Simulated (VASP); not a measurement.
Runs of VASP 6.6.1 on O3W. The cell holds a molecule in a box, 4 atoms: a = 11.000 Å, b = 12.000 Å, c = 12.000 Å, α = 90.00°, β = 90.00°, γ = 90.00°. 

```csv
task,level,potentials or basis,cell,cutoff (eV),grid for exact exchange (PRECFOCK),screening parameter,gap on the mesh (eV),largest force (eV/Å)
atomic charges,PBE+TS,"VASP PAW PBE potentials, release 64 (O, W_sv)",as given,520,-,-,1.73,2.21
electron localisation function,PBE,"VASP PAW PBE potentials, release 64 (O, W_sv)",as given,520,-,-,1.73,2.21
single point,PBE,"VASP PAW PBE potentials, release 64 (O, W_sv)",as given,520,-,-,1.73,2.21
single point,PBE+D3(BJ),"VASP PAW PBE potentials, release 64 (O, W_sv)",as given,520,-,-,1.73,2.21
relaxation of the atoms,PBE,"VASP PAW PBE potentials, release 64 (O, W_sv)","atoms relaxed from: atoms moved at random, drawn with an rms of 0.02 Å",520,-,-,1.68,-
single point,BLYP+D4,"VASP PAW PBE potentials, release 64 (O, W_sv)",as given,520,-,-,1.61,2.99
single point,HSE06+D3(BJ),"VASP PAW PBE potentials, release 64 (O_h, W_sv)",as given,900,Fast,0.2 1/A,3.25,(a)
single point,PBE,"VASP PAW PBE potentials, release 64 (O, W_sv)","atoms moved at random, drawn with an rms of 0.05 Å",520,-,-,1.72,4.83
```

Alike in all rows: no spin polarisation; k mesh 1 × 1 × 1; smearing gaussian 0.01 eV.

Problem. Fill in the values left out.

Solution. (a) 0.08.

Caveats: spin-orbit coupling is left out, which moves the levels of the heavy elements; the PAW data sets were made with another functional, which shifts forces and pressure a little (some runs).

A k mesh can miss the band edges, and the runs leave out spin-orbit coupling on W.
